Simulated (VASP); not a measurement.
Level of theory: optB88-vdW, VASP's PBE PAW potentials (set 64) (plane waves; VASP).

A VASP calculation is set up with these files.

### INCAR
```
SYSTEM = CaF2
PREC = Accurate; ENCUT = 520; LREAL = .FALSE.
LASPH = .TRUE.
EDIFF = 1E-7; NELM = 100; ALGO = Normal
ISMEAR = -5
GGA = BO; LUSE_VDW = .TRUE.; AGGAC = 0.0
PARAM1 = 0.1833333333; PARAM2 = 0.22
ISIF = 2
LWAVE = .FALSE.; LCHARG = .TRUE.; LORBIT = 11
NEDOS = 601
LEFG = .TRUE.
```

KPOINTS:
```
K-points
0
G
8 8 8
0 0 0
```

**POSCAR**
```
CaF2
1
    0.0000000000     2.7327864333     2.7327864333
    2.7327864333     0.0000000000     2.7327864333
    2.7327864333     2.7327864333     0.0000000000
Ca F
1 2
Direct
  0.0000000000   0.0000000000   0.0000000000
  0.2500000000   0.2500000000   0.2500000000
  0.7500000000   0.7500000000   0.7500000000
```

POTCAR, in this order: Ca_sv F (PBE.64 set). Program: vasp_std.

Question: Estimate the energy per atom (σ→0), band gap (on the k-mesh).

Answer: 
```yaml
energy per atom (σ→0): -3860 meV/atom
band gap (on the k-mesh): 7.23 eV
```

### OSZICAR
```
...
DAV:   9    -0.115784965906E+02   -0.10725E-02   -0.55793E-03  1400   0.574E-01    0.119E-01
DAV:  10    -0.115787779696E+02   -0.28138E-03   -0.36834E-04   976   0.178E-01    0.311E-02
DAV:  11    -0.115787719516E+02    0.60181E-05   -0.70112E-05  1248   0.843E-02    0.993E-03
DAV:  12    -0.115787728842E+02   -0.93256E-06   -0.86158E-06  1216   0.277E-02    0.243E-03
DAV:  13    -0.115787729317E+02   -0.47509E-07   -0.20262E-06  1320   0.109E-02    0.259E-03
DAV:  14    -0.115787727716E+02    0.16006E-06   -0.55340E-07  1160   0.699E-03    0.369E-04
DAV:  15    -0.115787727849E+02   -0.13273E-07   -0.14135E-08   608   0.129E-03
   1 F= -.11578773E+02 E0= -.11578773E+02  d E =0.000000E+00
```

The compound is CaF2 in the fluorite structure. It was relaxed first.
